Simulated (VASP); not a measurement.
Level of theory: r2SCAN+rVV10, VASP's PBE PAW potentials (set 64) (plane waves; VASP).

A VASP calculation is set up with these files.

### INCAR
```
ALGO  =  Normal
BPARAM  =  11.95
CPARAM  =  0.0093
EDIFF  =  1E-7
ENCUT  =  520
ISIF  =  2
ISMEAR  =  0
LASPH  =  .True.
LCHARG  =  .False.
LMAXMIX  =  4
LMIXTAU  =  .True.
LREAL  =  .False.
LUSE_VDW  =  .True.
LWAVE  =  .False.
METAGGA  =  R2SCAN
NELM  =  100
PREC  =  Accurate
SIGMA  =  0.05
SYSTEM  =  BAs
```

### KPOINTS
```
Automatic mesh
0
Gamma
10 10 10
0 0 0
```

POSCAR:
```
BAs
3.4134380
  0.0000000000   0.7071067075   0.7071067075
  0.7071067075   0.0000000000   0.7071067075
  0.7071067075   0.7071067075   0.0000000000
B As
1 1
Cartesian
  0.0000000000   0.0000000000   0.0000000000
  0.3535533537   0.3535533537   0.3535533537
```

POTCAR, in this order: B As (PBE.64 set). Program: vasp_std.

The run wrote:

**OSZICAR**
```
       N       E                     dE             d eps       ncg     rms          rms(c)
DAV:   1     0.247639466793E+01    0.24764E+01   -0.40321E+03   752   0.900E+02
DAV:   2    -0.233546647822E+02   -0.25831E+02   -0.25143E+02  1136   0.109E+02
DAV:   3    -0.236968494742E+02   -0.34218E+00   -0.34218E+00   832   0.173E+01
DAV:   4    -0.236973376502E+02   -0.48818E-03   -0.48818E-03  1160   0.733E-01
DAV:   5    -0.236973377769E+02   -0.12668E-06   -0.12642E-06   824   0.916E-03    0.477E+00
DAV:   6    -0.220775881309E+02    0.16197E+01   -0.97968E-01   920   0.695E+00    0.277E+00
DAV:   7    -0.219117795241E+02    0.16581E+00   -0.43865E-01   792   0.422E+00    0.809E-01
DAV:   8    -0.219559771657E+02   -0.44198E-01   -0.20671E-01   752   0.411E+00    0.380E-01
DAV:   9    -0.220899175815E+02   -0.13394E+00   -0.18302E-02   792   0.125E+00    0.194E-01
DAV:  10    -0.220973743047E+02   -0.74567E-02   -0.44754E-04  1080   0.206E-01    0.179E-01
DAV:  11    -0.221245726393E+02   -0.27198E-01   -0.45985E-03   752   0.766E-01    0.679E-02
DAV:  12    -0.221287030523E+02   -0.41304E-02   -0.41274E-03  1072   0.670E-01    0.322E-02
DAV:  13    -0.221287575669E+02   -0.54515E-04   -0.38204E-05   752   0.676E-02    0.261E-02
DAV:  14    -0.221288188992E+02   -0.61332E-04   -0.18756E-05   984   0.479E-02    0.480E-03
DAV:  15    -0.221288124687E+02    0.64305E-05   -0.42379E-06   928   0.227E-02    0.273E-03
DAV:  16    -0.221288127640E+02   -0.29530E-06   -0.43565E-07   960   0.744E-03    0.221E-03
DAV:  17    -0.221288136885E+02   -0.92450E-06   -0.81498E-07   752   0.103E-02    0.564E-04
DAV:  18    -0.221288142874E+02   -0.59886E-06   -0.13550E-07   456   0.317E-03    0.253E-04
DAV:  19    -0.221288142460E+02    0.41398E-07   -0.96788E-09   376   0.902E-04
   1 F= -.22128814E+02 E0= -.22128814E+02  d E =-.150753E-12
```

OUTCAR:
```
------------------------ aborting loop because EDIFF is reached ----------------------------------------
  FORCE on cell =-STRESS in cart. coord.  units (eV):
  Direction    XX          YY          ZZ          XY          YZ          ZX
  --------------------------------------------------------------------------------------
  Total       -0.7102788     -0.7102788     -0.7102788     -0.0000000     -0.0000000     -0.0000000
  in kB      -40.4649014    -40.4649014    -40.4649014     -0.0000000     -0.0000000     -0.0000000
  external PRESSURE =     -40.4649014 kB  Pullay stress =       0.0000000 kB
  volume of cell :       28.12
      direct lattice vectors                 reciprocal lattice vectors
     0.000000000  2.413664905  2.413664905    -0.207153859  0.207153859  0.207153859
     2.413664905  0.000000000  2.413664905     0.207153859 -0.207153859  0.207153859
     2.413664905  2.413664905  0.000000000     0.207153859  0.207153859 -0.207153859
  FREE ENERGIE OF THE ION-ELECTRON SYSTEM (eV)
  ---------------------------------------------------
  free  energy   TOTEN  =       -22.1288142460 eV

  energy  without entropy=      -22.1288142460  energy(sigma->0) =      -22.12881425
```
(Selected blocks of OUTCAR.)

The compound is BAs in the zinc blende structure. This cell is one point of a volume scan, at 1.03 of the reference volume.
